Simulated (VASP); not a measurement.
```
InPd
1.0
    3.28239     0.00000     0.00000
    0.00000     3.28239     0.00000
    0.00000     0.00000     3.28239
In Pd
1 1
Cartesian
  1.64119   1.64119   1.64119
  0.00000   0.00000   0.00000
```

Method: rev-vdW-DF2, VASP's PBE PAW potentials (set 64) (plane waves; VASP 6.6.1). Run with 520 eV cut-off, 10×10×10 Γ-centred mesh, first-order Methfessel-Paxton smearing of 0.10 eV, potentials In_d Pd.

Unless said otherwise, spin-orbit coupling is left out, though it shifts the bands of the heavy elements here.

Estimate the energy per atom (σ→0), band gap (on the k-mesh) with the smallest direct gap where there is one.

```
Quantity                                                    Result
------------------------  ----------------------------------------
band gap (on the k-mesh)  none (metal, semimetal or under 0.01 eV)
energy per atom (σ→0)                               -1.721 eV/atom
```

The compound is PdIn in the CsCl type structure. It was relaxed first. The start is the result of an earlier pass. The electron count is odd and the run is not spin-polarised, which forces a metal.
